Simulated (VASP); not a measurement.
# OsI (Cmmm) in VASP: relaxation of cell and atoms with r2SCAN

Aim: the relaxation of cell and atoms of OsI with r2SCAN.

All numbers are computed with VASP 6.6.1; they aren't measurements. Logs are shortened: lines on timing, memory, paths and dates and some standing lists are left out, and cuts for length are marked.

## Step 1: Starting point

The structure is orthorhombic, space group Cmmm (No. 65). The conventional cell has a = 3.906 Å, b = 5.582 Å, c = 5.470 Å, α = 90.00°, β = 90.00°, γ = 90.00°. Around Os (site symmetry mmm) lie 4 I at 3.36 Å and 4 Os at 3.41 Å. Around I (site symmetry mmm) lie 4 Os at 3.36 Å and 4 I at 3.41 Å.

The cell was built by a generator and needn't be a form met in nature.

## Step 2: Relaxation of cell and atoms, r2SCAN

File INCAR:

```
PREC = Accurate
ENCUT = 600
EDIFF = 1E-7
ISMEAR = 0
SIGMA = 0.05
LREAL = F
LASPH = T
NELM = 60
ALGO = Normal
ISIF = 3
LWAVE = F
LCHARG = F
METAGGA = R2SCAN
LMIXTAU = T
IBRION = 2
NSW = 40
EDIFFG = -0.005
```

File KPOINTS:

```
Automatic mesh
0
Gamma
  8 8 5
```

File POSCAR:

```
OsI
1.0
    1.9529164700     -2.7912443400      0.0000000000
    1.9529164700      2.7912443400      0.0000000000
    0.0000000000      0.0000000000      5.4703896700
Os I
1 1
Direct
    0.5000000000      0.5000000000      0.5000000000
    0.0000000000      0.0000000000      0.0000000000
```

Potentials or basis: VASP PAW PBE potentials, release 64 (Os, I).

Run with:

```
$ cat potpaw_PBE.64/Os/POTCAR potpaw_PBE.64/I/POTCAR > POTCAR
$ mpirun -np 1 vasp_std > vasp.out
```

OUTCAR:

```text
PREC = Accurate
   ENCUT = 600
   EDIFF = 1E-7
   ISMEAR = 0
   LREAL = F
   LASPH = T
   NELM = 60
   ISIF = 3
   METAGGA = R2SCAN
   IBRION = 2
   NSW = 40
   EDIFFG = -0.005

 ion  position               nearest neighbor table
   1  0.500  0.500  0.500-   2 3.36   2 3.36   2 3.36   2 3.36
   2  0.000  0.000  0.000-   1 3.36   1 3.36   1 3.36   1 3.36

  LATTYP: Found a base centered orthorhombic cell.
 ALAT       =     3.9058329400
 B/A-ratio  =     1.4292697014
 C/A-ratio  =     1.4005692906

  Lattice vectors:

 A1 = (   1.9529164700,  -2.7912443400,   0.0000000000)
 A2 = (   1.9529164700,   2.7912443400,   0.0000000000)
 A3 = (   0.0000000000,   0.0000000000,   5.4703896700)

Analysis of symmetry for initial positions (statically):
=====================================================================
 Subroutine PRICEL returns:
 Original cell was already a primitive cell.

 Routine SETGRP: Setting up the symmetry group for a
 base centered orthorhombic supercell.

 Subroutine GETGRP returns: Found  8 space group operations
 (whereof  8 operations were pure point group operations)
 out of a pool of  8 trial point group operations.

The static configuration has the point symmetry D_2h.

Analysis of symmetry for dynamics (positions and initial velocities):
=====================================================================
 Subroutine PRICEL returns:
 Original cell was already a primitive cell.

 Routine SETGRP: Setting up the symmetry group for a
 base centered orthorhombic supercell.

 Subroutine GETGRP returns: Found  8 space group operations
 (whereof  8 operations were pure point group operations)
 out of a pool of  8 trial point group operations.

The dynamic configuration has the point symmetry D_2h.

 Subroutine INISYM returns: Found  8 space group operations
 (whereof  8 operations are pure point group operations),
 and found     1 'primitive' translations

----------------------------------------------------------------------------------------

                                     Primitive cell

  volume of cell :      59.6389

[... 69 lines left out ...]
 [... further k-points ...]
   k-points           NKPTS =     63   k-points in BZ     NKDIM =     63   number of bands    NBANDS=     11
   number of dos      NEDOS =    301   number of ions     NIONS =      2
   total plane-waves  NPLWV =  37632
   dimension x,y,z NGX =    28 NGY =   28 NGZ =   48
   dimension x,y,z NGXF=    56 NGYF=   56 NGZF=   96
   ions per type =               1   1
   NGX,Y,Z   is equivalent  to a cutoff of  13.66, 13.66, 14.59 a.u.
   NGXF,Y,Z  is equivalent  to a cutoff of  27.33, 27.33, 29.17 a.u.
 SYSTEM =  unknown system
   PREC   = accura    normal or accurate (medium, high low for compatibility)
   ISTART =      0    job   : 0-new  1-cont  2-samecut
   ICHARG =      2    charge: 1-file 2-atom 10-const
   ISPIN  =      1    spin polarized calculation?
   LNONCOLLINEAR =      F non collinear calculations
   LSORBIT =      F    spin-orbit coupling
   LASPH  =      T    aspherical Exc in radial PAW
   ENCUT  =  600.0 eV  44.10 Ry    6.64 a.u.   6.80  6.80 10.93*2*pi/ulx,y,z
   NELM   =     60;   NELMIN=  2; NELMDL= -5     # of ELM steps
   EDIFF  = 0.1E-06   stopping-criterion for ELM
   LREAL  =      F    real-space projection
   EDIFFG = -.5E-02   stopping-criterion for IOM
   NSW    =     40    number of steps for IOM
   IBRION =      2    ionic relax: 0-MD 1-quasi-New 2-CG
   NFREE  =      1    steps in history (QN), initial steepest desc. (CG)
   ISIF   =      3    stress and relaxation
   ISYM   =      2    0-nonsym 1-usesym 2-fastsym
   POTIM  = 0.5000    time-step for ionic-motion
   TEBEG  =    0.0;   TEEND  =   0.0 temperature during run
   PSTRESS=    0.0 pullay stress
   NELECT =      15.0000    total number of electrons
   NUPDOWN=      -1.0000    fix difference up-down
   EMIN   =  10.00;   EMAX   =-10.00  energy-range for DOS
   EFERMI =   0.00;   METHOD = LEGACY
   ISMEAR =     0;   SIGMA  =   0.05  broadening in eV -4-tet -1-fermi 0-gaus
   EFERMI_NEDOS =   21; number of points for ismear=-14 and -15
   IALGO  =     38    algorithm
   IMIX   =      4    mixing-type and parameters
     AMIX     =   0.40;   BMIX     =  1.00
     AMIX_MAG =   1.60;   BMIX_MAG =  1.00
  volume/ion in A,a.u.               =      29.82       201.23
  Fermi-wavevector in a.u.,A,eV,Ry     =   1.033385  1.952814 14.529441  1.067884
  Thomas-Fermi vector in A             =   2.167629
   LORBIT       =      0    0 simple, 1 ext, 2 COOP (PROOUT), +10 PAW based schemes
   METAGGA = R2SCAN    functional components
   LHFCALC =     F    Hartree Fock is set to
   AEXX    =    0.0000 exact exchange contribution
   IVDW    =     0    specifies the selected vdW correction
   LEPSILON=     F    determine dielectric tensor
   LRPA    =     F    only Hartree local field effects (RPA)
 conjugate gradient relaxation of ions
 non-spin polarized calculation
 Gauss-broadening in eV      SIGMA  =   0.05
  energy-cutoff  :      600.00
  volume of cell :       59.64
 maximum number of plane-waves:      2009
   NGX = 13   NGY = 13   NGZ = 21

--------------------------------------- Ionic step        1  -------------------------------------------

 number of electron      15.0000000 magnetization

 Free energy of the ion-electron system (eV)
  ---------------------------------------------------
  ext. energy  EPLUGINS =         0.00000000
  ---------------------------------------------------
  free energy    TOTEN  =       -71.28291039 eV

  energy without entropy =      -71.27416480  energy(sigma->0) =      -71.27853759

 E-fermi :   4.1586     XC(G=0): -10.4282

 val. band max:        4.1536047572   @ k =  -0.2500   0.1250   0.2000
 cond. band min:       4.1614186258   @ k =   0.2500  -0.0000   0.4000
 fundamental gap:      0.0078138686
 Fermi energy:         4.1585606851
[... 782 lines left out ...]
  FREE ENERGIE OF THE ION-ELECTRON SYSTEM (eV)
  ---------------------------------------------------
  free  energy   TOTEN  =       -73.2206338565 eV

  energy  without entropy=      -73.2176098201  energy(sigma->0) =      -73.21912184

[... ionic steps 4 to 14 ...]

--------------------------------------- Ionic step       15  -------------------------------------------

 number of electron      15.0000000 magnetization

------------------------ aborting loop because EDIFF is reached ----------------------------------------
[... 67 lines left out ...]
--------------------------------------- Ionic step       17  -------------------------------------------

 number of electron      15.0000000 magnetization

 Free energy of the ion-electron system (eV)
  ---------------------------------------------------
  ext. energy  EPLUGINS =         0.00000000
  ---------------------------------------------------
  free energy    TOTEN  =       -73.49481008 eV

  energy without entropy =      -73.49020924  energy(sigma->0) =      -73.49250966

 E-fermi :   8.9078     XC(G=0): -12.5624

 val. band max:        8.9029510126   @ k =   0.2500   0.2500   0.2000
 cond. band min:       8.9166562267   @ k =   0.3750  -0.0000   0.0000
 fundamental gap:      0.0137052141
 Fermi energy:         8.9077869925
[... 365 lines left out ...]
  FREE ENERGIE OF THE ION-ELECTRON SYSTEM (eV)
  ---------------------------------------------------
  free  energy   TOTEN  =       -73.4948100782 eV

  energy  without entropy=      -73.4902092367  energy(sigma->0) =      -73.49250966

 reached required accuracy - stopping structural energy minimisation
```

OSZICAR:

```text
N       E                     dE             d eps       ncg     rms          rms(c)
DAV:   1     0.891100045068E+01    0.89110E+01   -0.64655E+03  1386   0.127E+03
DAV:   2    -0.682923789204E+02   -0.77203E+02   -0.71264E+02  1654   0.277E+02
DAV:   3    -0.747839600230E+02   -0.64916E+01   -0.56511E+01  1736   0.623E+01
[... 211 lines left out ...]
DAV:   4    -0.734948095955E+02    0.12225E-05   -0.73608E-06  1755   0.287E-02    0.684E-03
DAV:   5    -0.734948097102E+02   -0.11463E-06   -0.39422E-07  1433   0.596E-03    0.508E-03
DAV:   6    -0.734948098774E+02   -0.16726E-06   -0.28305E-07  1257   0.595E-03    0.110E-03
DAV:   7    -0.734948100739E+02   -0.19648E-06   -0.10404E-07   743   0.352E-03    0.687E-04
DAV:   8    -0.734948100782E+02   -0.43021E-08   -0.12200E-08   711   0.144E-03
  17 F= -.73494810E+02 E0= -.73492510E+02  d E =-.170961E-04
```

Run time: 41 min. Hardware: 1 thread of Intel Xeon Platinum 8259CL at 2.50GHz (Skylake/Cascade Lake), shared host; peak memory 0.27 GiB.

Results:

- Free energy: -73.4948 eV
- Relaxed volume: 20.28 Å³/atom
- Relaxed cell: a = 3.241 Å, b = 3.241 Å, c = 4.619 Å, α = 90.00°, β = 90.00°, γ = 123.28°
- Space group after relaxing (to 0.05 Å): Cmmm (No. 65)
- Energy gained by relaxing: 1105.9 meV/atom
- Ionic steps: 17
- Pressure after relaxing: 0.0 GPa
- Band gap on the k mesh: none (metal or under the smearing width)

The path:
```tsv
step	energy change (eV)	largest force (eV/Å)	pressure (GPa)	volume (Å³)
1	0.0000	0.0000	-16.54	59.64
2	-1.8827	0.0000	11.91	36.69
3	-1.9377	0.0000	1.97	38.94
4	-2.1544	0.0000	8.24	38.04
5	-2.1568	0.0000	7.48	38.12
6	-2.1614	0.0000	-5.44	42.78
7	-2.2101	0.0000	-0.03	40.37
8	-2.2101	0.0000	0.10	40.33
9	-2.2116	0.0000	0.17	40.43
10	-2.2118	0.0000	0.23	40.49
11	-2.2118	0.0000	0.21	40.48
12	-2.2118	0.0000	-0.30	40.64
13	-2.2119	0.0000	-0.04	40.56
14	-2.2119	0.0000	-0.05	40.57
15	-2.2119	0.0000	-0.07	40.57
16	-2.2119	0.0000	-0.08	40.57
17	-2.2119	0.0000	-0.02	40.55
```

Final structure:
```yaml
crystal:
  lattice:
    - [1.53934, -2.85155, 0.00000]
    - [1.53934, 2.85155, 0.00000]
    - [0.00000, 0.00000, 4.61900]
  atoms:
    - { symbol: Os, position: [0.50000, 0.50000, 0.50000] }
    - { symbol: I, position: [0.00000, 0.00000, 0.00000] }
```

Caveat: the volume moved by over 15 % at a fixed basis, so the end points are rough; the PAW data sets were made with another functional, which shifts forces and pressure a little; an odd number of electrons without spin polarisation forces a metal; a magnetic or distorted state may lie lower. The run has no spin-orbit coupling, so splittings on I, Os are missing.

## Step 3: The reference run

An earlier run on the cell as given: functional PBE; potentials or basis VASP PAW PBE potentials, release 64 (Os, I); cutoff 520 eV; k mesh 8 × 8 × 5; occupations fermi-dirac, width 0.05 eV; no spin polarisation.

- Pressure: -16.0 GPa
- Band gap on the k mesh: none (metal or under the smearing width)
